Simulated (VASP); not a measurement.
Runs of VASP 6.6.1 on Sb2Pt (Geversite). The structure is cubic, space group Pa-3 (No. 205). The conventional cell has a = 6.442 Å, b = 6.442 Å, c = 6.442 Å, α = 90.00°, β = 90.00°, γ = 90.00°. Sb (site symmetry 3) has 3 Pt at 2.67 Å and 1 Sb at 2.78 Å as nearest neighbours. Pt (site symmetry -3) is surrounded by 6 Sb at 2.67 Å. 

| level | potentials or basis | k mesh | cutoff (eV) | gap on the mesh (eV) | pressure (GPa) | relaxed volume (Å³/atom) |
| --- | --- | --- | --- | --- | --- | --- |
| PBE | VASP PAW PBE potentials, release 64 (Sb, Pt) | 6 × 6 × 6 | 600 | none | 0.0 | 23.38 |
| PBEsol | VASP PAW PBE potentials, release 64 (Sb, Pt) | 6 × 6 × 6 | 600 | none | 0.0 | (b) |
| PBE | VASP PAW PBE potentials, release 64 (Sb, Pt) | 3 × 3 × 3 | 300 | none | 0.1 | (a) |
| LDA | VASP PAW LDA potentials, release 64 (Sb, Pt) | 6 × 6 × 6 | 600 | none | 0.0 | 22.12 |
| PBE+D3(BJ) | VASP PAW PBE potentials, release 64 (Sb, Pt) | 6 × 6 × 6 | 600 | none | 0.0 | 22.55 |

Alike in all rows: task relaxation of cell and atoms; no spin polarisation; cell relaxed; smearing methfessel-paxton 0.1 eV.

Question: Fill in the values left out.

Answer: (a) 23.35; (b) 22.47.

Caveats: the PAW data sets were made with another functional, which shifts forces and pressure a little (some runs); pairwise dispersion overbinds metals, which lowers pressure and volume (some runs).

A k mesh can miss the band edges, and the runs leave out spin-orbit coupling on Pt, Sb.

A gap of «none» marks a metal or a gap under the smearing width.

Not every run made on this cell is shown here.
